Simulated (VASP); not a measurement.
Crystal: Al2BH.

```
Al B H
1.0
     4.02434    0.00000    0.00000
    -2.01217    3.48518    0.00000
     0.00000    0.00000    3.02903
Al B H
2 1 1
Direct
  0.33333 0.66667 0.78770
  0.66667 0.33333 0.21230
  0.00000 0.00000 0.00000
  0.00000 0.00000 0.50000
```

The cell was built by a generator and needn't be a form met in nature.

The cell isn't the ideal one: random cell by space group and Wyckoff sites (P-3m1, No. 164).

| Quantity | Value |
| --- | --- |
| Program | VASP 6.6.1 |
| Task | relaxation of cell and atoms |
| Functional | PBE |
| Potentials or basis | VASP PAW PBE potentials, release 64 (Al, B, H) |
| Cutoff | 600 eV |
| k mesh | 15 × 15 × 16 |
| Occupations | gaussian, width 0.1 eV |
| Spin | no spin polarisation |

At the start: pressure 0.1 GPa; volume 10.62 Å³/atom.

Where does the relaxation end?

Over 7 steps the energy falls by 3.5 meV/atom and the volume is 10.65 Å³/atom (+0.3 %); space group P-3m1 (No. 164, to 0.05 Å).

Step by step:
```
step  energy change (eV)  largest force (eV/Å)  pressure (GPa)  volume (Å³)
   1              0.0000                0.0010            0.06        42.48
   2             -0.0094                0.0413            0.04        42.51
   3             -0.0124                0.0715            0.04        42.52
   4             -0.0127                0.0814            0.05        42.52
   5             -0.0127                0.0836            0.06        42.52
   6             -0.0134                0.0548            0.05        42.55
   7             -0.0140                0.0008            0.05        42.61
```

Final structure:
```
Al B H
1.0
     4.07383    0.00000    0.00000
    -2.03691    3.52804    0.00000
     0.00000    0.00000    2.96475
Al B H
2 1 1
Direct
  0.33333 0.66667 0.79254
  0.66667 0.33333 0.20746
  0.00000 0.00000 0.00000
  0.00000 0.00000 0.50000
```
